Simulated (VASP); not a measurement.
Calculation: PBE GGA, VASP's PBE PAW potentials (set 64) (plane waves; VASP 6.6.1).

The input files of a VASP run:

### KPOINTS
```
Automatic mesh
0
Gamma
7 7 1
0 0 0
```

POSCAR:
```
Tl
1
    3.1152380000     0.0000000000     0.0000000000
    0.0000000000     3.1152380000     0.0000000000
    0.0000000000     0.0000000000    22.3577000000
Tl
3
Direct
  0.0000000000   0.0000000000   0.3578190000
  0.0000000000   0.0000000000   0.5000020000
  0.0000000000   0.0000000000   0.6421810000
```

### INCAR
```
EDIFF  =  1E-6   # SCF stop (eV)
SIGMA  =  0.1   # width (eV)
LASPH  =  .TRUE.   # aspherical one-centre terms
GGA  =  PE   # PBE
ALGO  =  Normal   # blocked Davidson
PREC  =  Accurate
ISIF  =  2
LWAVE  =  .FALSE.
NELM  =  100   # most electronic steps
ISMEAR  =  -1   # Fermi-Dirac
SYSTEM  =  Tl
LCHARG  =  .FALSE.
ENCUT  =  300
LMAXMIX  =  4   # l cut-off of mixed one-centre charges
LREAL  =  .FALSE.
```

POTCAR, in this order: Tl_d (PBE.64 set). Program: vasp_std.

Output

File OSZICAR:
```
       N       E                     dE             d eps       ncg     rms          rms(c)
DAV:   1     0.131683389605E+03    0.13168E+03   -0.15303E+04   617   0.903E+02
DAV:   2    -0.249811803810E+01   -0.13418E+03   -0.13321E+03   516   0.207E+02
DAV:   3    -0.613302003593E+01   -0.36349E+01   -0.36200E+01   531   0.313E+01
DAV:   4    -0.618058515890E+01   -0.47565E-01   -0.47531E-01   611   0.361E+00
DAV:   5    -0.618177995999E+01   -0.11948E-02   -0.11948E-02   593   0.476E-01    0.427E+00
DAV:   6    -0.608006605936E+01    0.10171E+00   -0.24313E-01   495   0.312E+00    0.279E+00
DAV:   7    -0.604801588131E+01    0.32050E-01   -0.12667E-01   467   0.236E+00    0.565E-01
DAV:   8    -0.604428508547E+01    0.37308E-02   -0.11138E-02   511   0.682E-01    0.122E-01
DAV:   9    -0.604398569919E+01    0.29939E-03   -0.88433E-04   475   0.192E-01    0.626E-02
DAV:  10    -0.604328083529E+01    0.70486E-03   -0.17281E-03   540   0.169E-01    0.245E-02
DAV:  11    -0.604343798763E+01   -0.15715E-03   -0.14397E-04   513   0.549E-02    0.156E-02
DAV:  12    -0.604361620903E+01   -0.17822E-03   -0.10099E-04   484   0.337E-02    0.717E-03
DAV:  13    -0.604373740575E+01   -0.12120E-03   -0.19695E-05   424   0.133E-02    0.405E-03
DAV:  14    -0.604377609397E+01   -0.38688E-04   -0.18974E-05   300   0.867E-03    0.241E-03
DAV:  15    -0.604383123779E+01   -0.55144E-04   -0.18625E-05   300   0.734E-03    0.140E-03
DAV:  16    -0.604389910508E+01   -0.67867E-04   -0.99877E-06   300   0.450E-03    0.791E-04
DAV:  17    -0.604392152923E+01   -0.22424E-04   -0.23897E-06   300   0.230E-03    0.459E-04
DAV:  18    -0.604393425611E+01   -0.12727E-04   -0.22813E-06   293   0.171E-03    0.163E-04
DAV:  19    -0.604393469002E+01   -0.43391E-06   -0.26769E-08   314   0.622E-04
   1 F= -.60439347E+01 E0= -.60121885E+01  d E =-.634923E-01
```

OUTCAR:
```
------------------------ aborting loop because EDIFF is reached ----------------------------------------
  FORCE on cell =-STRESS in cart. coord.  units (eV):
  Direction    XX          YY          ZZ          XY          YZ          ZX
  --------------------------------------------------------------------------------------
  Total        1.2863343      1.2863343      0.9932994      0.0000000      0.0000000      0.0000000
  in kB        9.4984957      9.4984957      7.3346797      0.0000000      0.0000000      0.0000000
  external PRESSURE =       8.7772237 kB  Pullay stress =       0.0000000 kB
  volume of cell :      216.97
      direct lattice vectors                 reciprocal lattice vectors
     3.115238000  0.000000000  0.000000000     0.321002761  0.000000000  0.000000000
     0.000000000  3.115238000  0.000000000     0.000000000  0.321002761  0.000000000
     0.000000000  0.000000000 22.357700000     0.000000000  0.000000000  0.044727320
 POSITION                                       TOTAL-FORCE (eV/Angst)
 -----------------------------------------------------------------------------------
      0.00000      0.00000      8.00001         0.000000      0.000000     -0.202488
      0.00000      0.00000     11.17889         0.000000      0.000000     -0.000000
      0.00000      0.00000     14.35769         0.000000      0.000000      0.202488
 -----------------------------------------------------------------------------------
    total drift:                               -0.000000      0.000000     -0.043632
  FREE ENERGIE OF THE ION-ELECTRON SYSTEM (eV)
  ---------------------------------------------------
  free  energy   TOTEN  =        -6.0439346900 eV

  energy  without entropy=       -5.9804423488  energy(sigma->0) =       -6.01218852
```
(Selected blocks of OUTCAR.)

At this cut-off the stress carries a Pulay error, which pulls relaxed volumes low. The cell holds a wide vacuum, so values per volume refer to the whole cell.

The cell is a sheet with vacuum, built from a generated structure.
